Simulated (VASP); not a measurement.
All values below come from PBEsol GGA, VASP's PBE PAW potentials (set 64) (plane waves; VASP).

A VASP calculation is set up with these files.

**POSCAR**
```
ZrGe
1
    7.0961300000     0.0000000000     0.0000000000
    0.0000000000     3.9151100000     0.0000000000
    0.0000000000     0.0000000000     5.4127500000
Zr Ge
4 4
Direct
  0.1760800000   0.2500000000   0.6308900000
  0.8239200000   0.7500000000   0.3691100000
  0.3239200000   0.7500000000   0.1308900000
  0.6760800000   0.2500000000   0.8691100000
  0.0483200000   0.2500000000   0.1521900000
  0.9516800000   0.7500000000   0.8478100000
  0.4516800000   0.7500000000   0.6521900000
  0.5483200000   0.2500000000   0.3478100000
```

### KPOINTS
```
kpoints
0
G
3 4 3
0 0 0
```

**INCAR**
```
! general
SYSTEM   =  ZrGe
PREC     =  Accurate
ENCUT    =  300
LREAL    =  F
LASPH    =  T

! electronic loop
EDIFF    =  1E-6
NELM     =  100
ALGO     =  Normal
LMAXMIX  =  4

! smearing
ISMEAR   =  0
SIGMA    =  0.272

! functional
GGA      =  PS

! ions
ISIF     =  2

! output
LWAVE    =  F
LCHARG   =  F
```

POTCAR, in this order: Zr_sv Ge_d (PBE.64 set). Program: vasp_std.

Output of the run:

### OUTCAR
```
 ion  position               nearest neighbor table
   1  0.176  0.250  0.631-   5 2.75   7 2.77   7 2.77   6 2.78   6 2.78   5 2.96   8 3.05   2 3.48
                             2 3.48   3 3.50   3 3.50   3 3.50   3 3.50   4 3.78   4 3.78
   2  0.824  0.750  0.369-   6 2.75   8 2.77   8 2.77   5 2.78   5 2.78   6 2.96   7 3.05   1 3.48
                             1 3.48   4 3.50   4 3.50   4 3.50   4 3.50   3 3.78   3 3.78
   3  0.324  0.750  0.131-   7 2.75   5 2.77   5 2.77   8 2.78   8 2.78   7 2.96   6 3.05   4 3.48
                             4 3.48   1 3.50   1 3.50   1 3.50   1 3.50   2 3.78   2 3.78
   4  0.676  0.250  0.869-   8 2.75   6 2.77   6 2.77   7 2.78   7 2.78   8 2.96   5 3.05   3 3.48
                             3 3.48   2 3.50   2 3.50   2 3.50   2 3.50   1 3.78   1 3.78
   5  0.048  0.250  0.152-   6 2.65   6 2.65   1 2.75   3 2.77   3 2.77   2 2.78   2 2.78   1 2.96
                             4 3.05
   6  0.952  0.750  0.848-   5 2.65   5 2.65   2 2.75   4 2.77   4 2.77   1 2.78   1 2.78   2 2.96
                             3 3.05
   7  0.452  0.750  0.652-   8 2.65   8 2.65   3 2.75   1 2.77   1 2.77   4 2.78   4 2.78   3 2.96
                             2 3.05
   8  0.548  0.250  0.348-   7 2.65   7 2.65   4 2.75   2 2.77   2 2.77   3 2.78   3 2.78   4 2.96
                             1 3.05
  LATTYP: Found a simple orthorhombic cell.
 ALAT       =     3.9151100000
 B/A-ratio  =     1.3825282048
 C/A-ratio  =     1.8124982440
 Subroutine PRICEL returns:
 Original cell was already a primitive cell.
 Subroutine GETGRP returns: Found  8 space group operations
The static configuration has the point symmetry S_2 .
 The point group associated with its full space group is D_2h.
The dynamic configuration has the point symmetry S_2 .
 Subroutine INISYM returns: Found  8 space group operations
 Subroutine IBZKPT returns following result:
 Found     12 irreducible k-points:

 Following reciprocal coordinates:
            Coordinates               Weight
  0.000000  0.000000  0.000000      1.000000
  0.333333  0.000000  0.000000      2.000000
  0.000000  0.250000  0.000000      2.000000
  0.333333  0.250000  0.000000      4.000000
  0.000000  0.500000  0.000000      1.000000
  0.333333  0.500000  0.000000      2.000000
  0.000000  0.000000  0.333333      2.000000
...
```

File OSZICAR:
```
       N       E                     dE             d eps       ncg     rms          rms(c)
DAV:   1     0.120557917138E+04    0.12056E+04   -0.35393E+04  1984   0.279E+03
DAV:   2     0.167304973591E+03   -0.10383E+04   -0.10044E+04  1504   0.818E+02
DAV:   3    -0.421137936447E+02   -0.20942E+03   -0.20502E+03  1700   0.224E+02
DAV:   4    -0.654877115016E+02   -0.23374E+02   -0.23041E+02  2208   0.718E+01
DAV:   5    -0.669485226792E+02   -0.14608E+01   -0.14571E+01  2392   0.151E+01    0.275E+01
DAV:   6    -0.635148240276E+02    0.34337E+01   -0.10841E+01  2490   0.336E+01    0.100E+01
DAV:   7    -0.633048201591E+02    0.21000E+00   -0.30061E+00  2008   0.782E+00    0.243E+00
DAV:   8    -0.632817144133E+02    0.23106E-01   -0.26900E-01  2084   0.329E+00    0.102E+00
DAV:   9    -0.632787015611E+02    0.30129E-02   -0.36583E-02  2128   0.135E+00    0.262E-01
DAV:  10    -0.632783919962E+02    0.30956E-03   -0.43210E-03  2434   0.362E-01    0.475E-02
DAV:  11    -0.632783937541E+02   -0.17579E-05   -0.23756E-04  2016   0.906E-02    0.236E-02
DAV:  12    -0.632783823316E+02    0.11423E-04   -0.59300E-05  2114   0.432E-02    0.536E-03
DAV:  13    -0.632783829835E+02   -0.65186E-06   -0.30876E-06  1432   0.109E-02
   1 F= -.63278383E+02 E0= -.63236475E+02  d E =-.838154E-01
```

File OUTCAR:
```
------------------------ aborting loop because EDIFF is reached ----------------------------------------
  FORCE on cell =-STRESS in cart. coord.  units (eV):
  Direction    XX          YY          ZZ          XY          YZ          ZX
  --------------------------------------------------------------------------------------
  Total       -4.3105699     -3.3631796     -3.6059383      0.0000000     -0.0000000      0.0000000
  in kB      -45.9263337    -35.8325029    -38.4189391      0.0000000     -0.0000000      0.0000000
  external PRESSURE =     -40.0592586 kB  Pullay stress =       0.0000000 kB
  volume of cell :      150.38
      direct lattice vectors                 reciprocal lattice vectors
     7.096130000  0.000000000  0.000000000     0.140921883  0.000000000  0.000000000
     0.000000000  3.915110000  0.000000000     0.000000000  0.255420665  0.000000000
     0.000000000  0.000000000  5.412750000     0.000000000  0.000000000  0.184748972
 POSITION                                       TOTAL-FORCE (eV/Angst)
 -----------------------------------------------------------------------------------
      1.24949      0.97878      3.41485         0.146160      0.000000      0.060951
      5.84664      2.93633      1.99790        -0.146160      0.000000     -0.060951
      2.29858      2.93633      0.70847        -0.146160      0.000000      0.060951
      4.79755      0.97878      4.70428         0.146160      0.000000     -0.060951
      0.34289      0.97878      0.82377        -0.047629      0.000000     -0.051472
      6.75324      2.93633      4.58898         0.047629      0.000000      0.051472
      3.20518      2.93633      3.53014         0.047629      0.000000     -0.051472
      3.89095      0.97878      1.88261        -0.047629     -0.000000      0.051472
 -----------------------------------------------------------------------------------
    total drift:                                0.000000      0.000000      0.000000
  FREE ENERGIE OF THE ION-ELECTRON SYSTEM (eV)
  ---------------------------------------------------
  free  energy   TOTEN  =       -63.2783829835 eV

  energy  without entropy=      -63.1945675361  energy(sigma->0) =      -63.23647526
```
(Selected blocks of OUTCAR.)

At this cut-off the stress carries a Pulay error, which pulls relaxed volumes low.

The structure comes from a computed database's ZrGe entry (Pnma); how it stands against other phases isn't given here. The cell was not relaxed at this level.
